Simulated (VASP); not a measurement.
All values below come from MS2 meta-GGA, VASP's PBE PAW potentials (set 64) (plane waves; VASP 6.6.1).

The input files of a VASP run:

### INCAR
```
# general
SYSTEM   =  SiO2
PREC     =  Accurate
ENCUT    =  520   # plane-wave cut-off (eV)
LREAL    =  .False.
LASPH    =  .True.

# electronic loop
EDIFF    =  1E-7   # SCF stop (eV)
NELM     =  100   # most electronic steps
ALGO     =  Normal
LMIXTAU  =  .True.

# smearing
ISMEAR   =  0
SIGMA    =  0.05   # width (eV)

# functional
METAGGA  =  MS2

# ions
IBRION   =  2   # conjugate gradients
NSW      =  30   # most ionic steps
ISIF     =  4   # ions and shape, fixed volume
EDIFFG   =  -0.01   # ionic stop

# output
LWAVE    =  .False.
LCHARG   =  .False.
```

KPOINTS:
```
kpoints
0
Gamma
5 5 8
```

### POSCAR
```
SiO2
1
    4.1388546759     0.0000000000     0.0000000000
    0.0000000000     4.1388546759     0.0000000000
    0.0000000000     0.0000000000     2.6478193637
Si O
2 4
Direct
  0.0000000000   0.0000000000   0.0000000000
  0.5000000000   0.5000000000   0.5000000000
  0.3061791935   0.3061791935   0.0000000000
  0.8061791935   0.1938208065   0.5000000000
  0.1938208065   0.8061791935   0.5000000000
  0.6938208065   0.6938208065   0.0000000000
```

POTCAR, in this order: Si O (PBE.64 set). Program: vasp_std.

Output of the run:

File OSZICAR:
```
       N       E                     dE             d eps       ncg     rms          rms(c)
DAV:   1     0.103608679962E+03    0.10361E+03   -0.17563E+04  1208   0.148E+03
DAV:   2    -0.100647406933E+03   -0.20426E+03   -0.19759E+03  1592   0.314E+02
DAV:   3    -0.107100353981E+03   -0.64529E+01   -0.64320E+01  1440   0.605E+01
DAV:   4    -0.107138049305E+03   -0.37695E-01   -0.37655E-01  1404   0.518E+00
DAV:   5    -0.107138354054E+03   -0.30475E-03   -0.30471E-03  1388   0.451E-01    0.204E+01
DAV:   6    -0.617274331585E+02    0.45411E+02   -0.18372E+01  1244   0.410E+01    0.956E+00
DAV:   7    -0.717815349204E+02   -0.10054E+02   -0.10908E+01  1248   0.396E+01    0.382E+00
DAV:   8    -0.627655434211E+02    0.90160E+01   -0.38786E+00  1284   0.255E+01    0.170E+00
DAV:   9    -0.663445737271E+02   -0.35790E+01   -0.31043E+00  1224   0.208E+01    0.220E+00
DAV:  10    -0.644629762551E+02    0.18816E+01   -0.10709E+00  1240   0.125E+01    0.257E-01
DAV:  11    -0.644744837141E+02   -0.11507E-01   -0.13080E-02  1412   0.119E+00    0.187E-01
DAV:  12    -0.644744934461E+02   -0.97319E-05   -0.24098E-03  1356   0.411E-01    0.660E-02
DAV:  13    -0.644741442365E+02    0.34921E-03   -0.13113E-03  1356   0.387E-01    0.646E-02
DAV:  14    -0.644743710605E+02   -0.22682E-03   -0.39749E-04  1284   0.244E-01    0.340E-02
DAV:  15    -0.644744414617E+02   -0.70401E-04   -0.42329E-05  1312   0.899E-02    0.125E-02
DAV:  16    -0.644744560684E+02   -0.14607E-04   -0.74814E-06  1332   0.376E-02    0.346E-03
DAV:  17    -0.644744577494E+02   -0.16809E-05   -0.17690E-06  1352   0.173E-02    0.103E-03
DAV:  18    -0.644744583354E+02   -0.58607E-06   -0.50195E-07  1296   0.899E-03    0.467E-04
DAV:  19    -0.644744582365E+02    0.98913E-07   -0.50443E-08   800   0.274E-03
   1 F= -.64474458E+02 E0= -.64474458E+02  d E =-.644745E+02
       N       E                     dE             d eps       ncg     rms          rms(c)
DAV:   1    -0.644696595815E+02    0.47988E-02   -0.33169E+00  1248   0.158E+01    0.597E-01
DAV:   2    -0.644755986166E+02   -0.59390E-02   -0.16628E-01  1288   0.356E+00    0.309E-01
DAV:   3    -0.644784765629E+02   -0.28779E-02   -0.11338E-02  1348   0.114E+00    0.156E-01
DAV:   4    -0.644783995712E+02    0.76992E-04   -0.39393E-03  1280   0.631E-01    0.295E-02
DAV:   5    -0.644782100313E+02    0.18954E-03   -0.17472E-03  1324   0.416E-01    0.322E-02
DAV:   6    -0.644780847970E+02    0.12523E-03   -0.16390E-04  1300   0.174E-01    0.164E-02
DAV:   7    -0.644781367446E+02   -0.51948E-04   -0.11123E-04  1232   0.133E-01    0.362E-03
DAV:   8    -0.644781094339E+02    0.27311E-04   -0.21647E-05  1284   0.595E-02    0.201E-03
DAV:   9    -0.644781091859E+02    0.24796E-06   -0.16360E-06  1396   0.126E-02    0.829E-04
DAV:  10    -0.644781091513E+02    0.34637E-07   -0.78827E-07  1296   0.981E-03
   2 F= -.64478109E+02 E0= -.64478109E+02  d E =-.365091E-02
       N       E                     dE             d eps       ncg     rms          rms(c)
DAV:   1    -0.644780309317E+02    0.78254E-04   -0.29924E-01  1248   0.475E+00    0.182E-01
DAV:   2    -0.644786847640E+02   -0.65383E-03   -0.15235E-02  1268   0.108E+00    0.921E-02
DAV:   3    -0.644789540083E+02   -0.26924E-03   -0.10135E-03  1352   0.342E-01    0.468E-02
DAV:   4    -0.644789527844E+02    0.12239E-05   -0.35899E-04  1284   0.190E-01    0.870E-03
DAV:   5    -0.644789317351E+02    0.21049E-04   -0.16885E-04  1324   0.130E-01    0.944E-03
DAV:   6    -0.644789190292E+02    0.12706E-04   -0.22248E-05  1288   0.633E-02    0.449E-03
DAV:   7    -0.644789210356E+02   -0.20064E-05   -0.10588E-05  1232   0.415E-02    0.843E-04
DAV:   8    -0.644789197786E+02    0.12570E-05   -0.81294E-07  1360   0.115E-02    0.465E-04
DAV:   9    -0.644789197541E+02    0.24508E-07   -0.11736E-07   744   0.423E-03
   3 F= -.64478920E+02 E0= -.64478920E+02  d E =-.446152E-02
       N       E                     dE             d eps       ncg     rms          rms(c)
DAV:   1    -0.644794484223E+02   -0.52864E-03   -0.61290E-02  1352   0.223E+00    0.164E-01
DAV:   2    -0.644789293716E+02    0.51905E-03   -0.11296E-03  1260   0.354E-01    0.970E-02
DAV:   3    -0.644788228246E+02    0.10655E-03   -0.16095E-03  1252   0.464E-01    0.174E-02
DAV:   4    -0.644791675168E+02   -0.34469E-03   -0.45925E-04  1228   0.248E-01    0.648E-03
DAV:   5    -0.644791723085E+02   -0.47917E-05   -0.12377E-05  1416   0.385E-02    0.437E-03
DAV:   6    -0.644791676202E+02    0.46883E-05   -0.74759E-06  1308   0.322E-02    0.117E-03
DAV:   7    -0.644791698723E+02   -0.22520E-05   -0.28027E-06  1240   0.210E-02    0.713E-04
DAV:   8    -0.644791694205E+02    0.45176E-06   -0.28787E-07  1108   0.658E-03    0.411E-04
DAV:   9    -0.644791695031E+02   -0.82568E-07   -0.31451E-08   656   0.224E-03
   4 F= -.64479170E+02 E0= -.64479170E+02  d E =-.249749E-03
       N       E                     dE             d eps       ncg     rms          rms(c)
DAV:   1    -0.644792242871E+02   -0.54867E-04   -0.42541E-03  1352   0.588E-01    0.431E-02
DAV:   2    -0.644791891185E+02    0.35169E-04   -0.78384E-05  1264   0.932E-02    0.255E-02
DAV:   3    -0.644791821875E+02    0.69309E-05   -0.11156E-04  1256   0.122E-01    0.459E-03
DAV:   4    -0.644792056669E+02   -0.23479E-04   -0.32317E-05  1228   0.658E-02    0.169E-03
DAV:   5    -0.644792058159E+02   -0.14901E-06   -0.88655E-07  1416   0.103E-02    0.114E-03
DAV:   6    -0.644792053751E+02    0.44075E-06   -0.56669E-07  1300   0.890E-03    0.307E-04
DAV:   7    -0.644792054982E+02   -0.12306E-06   -0.19264E-07   752   0.566E-03    0.145E-04
DAV:   8    -0.644792054719E+02    0.26269E-07   -0.21364E-08   624   0.171E-03
   5 F= -.64479205E+02 E0= -.64479205E+02  d E =-.285718E-03
```

**OUTCAR**
```
------------------------ aborting loop because EDIFF is reached ----------------------------------------
  FORCE on cell =-STRESS in cart. coord.  units (eV):
  Direction    XX          YY          ZZ          XY          YZ          ZX
  --------------------------------------------------------------------------------------
  Total        2.7677595      2.7677595      2.7694261      0.0000000      0.0000000      0.0000000
  in kB       97.7665337     97.7665337     97.8254049      0.0000000      0.0000000      0.0000000
  external PRESSURE =      97.7861575 kB  Pullay stress =       0.0000000 kB
  volume of cell :       45.36
      direct lattice vectors                 reciprocal lattice vectors
     4.129869973  0.000000000  0.000000000     0.242138374  0.000000000  0.000000000
     0.000000000  4.129869973  0.000000000     0.000000000  0.242138374  0.000000000
     0.000000000  0.000000000  2.659352777     0.000000000  0.000000000  0.376031344
 POSITION                                       TOTAL-FORCE (eV/Angst)
 -----------------------------------------------------------------------------------
      0.00000      0.00000      0.00000         0.000000      0.000000      0.000000
      2.06493      2.06493      1.32968         0.000000      0.000000      0.000000
      1.25961      1.25961      0.00000        -0.000428     -0.000428     -0.000000
      3.32454      0.80533      1.32968        -0.000428      0.000428      0.000000
      0.80533      3.32454      1.32968         0.000428     -0.000428     -0.000000
      2.87026      2.87026      0.00000         0.000428      0.000428      0.000000
 -----------------------------------------------------------------------------------
    total drift:                                0.000000     -0.000000     -0.000000
  FREE ENERGIE OF THE ION-ELECTRON SYSTEM (eV)
  ---------------------------------------------------
  free  energy   TOTEN  =       -64.4792054719 eV

  energy  without entropy=      -64.4792054719  energy(sigma->0) =      -64.47920547

 reached required accuracy - stopping structural energy minimisation
```
(Selected blocks of OUTCAR.)

**CONTCAR**
```
SiO2
   1.00000000000000
     4.1298699727139638    0.0000000000000000    0.0000000000000000
     0.0000000000000000    4.1298699727139638    0.0000000000000000
     0.0000000000000000    0.0000000000000000    2.6593527771756698
  Si              O
     2     4
Direct
     0.0000000000000000    0.0000000000000000    0.0000000000000000
     0.5000000000000000    0.5000000000000000    0.5000000000000000
     0.3049989757627476    0.3049989757627476    0.0000000000000000
     0.8049989757627477    0.1950010242372523    0.5000000000000000
     0.1950010242372523    0.8049989757627477    0.5000000000000000
     0.6950010242372523    0.6950010242372523    0.0000000000000000
```

The compound is SiO2 in the rutile structure, stishovite, a high-pressure form. This cell is one point of a volume scan, at 0.97 of the reference volume. Symmetry was kept, so distortions that lower it aren't found.
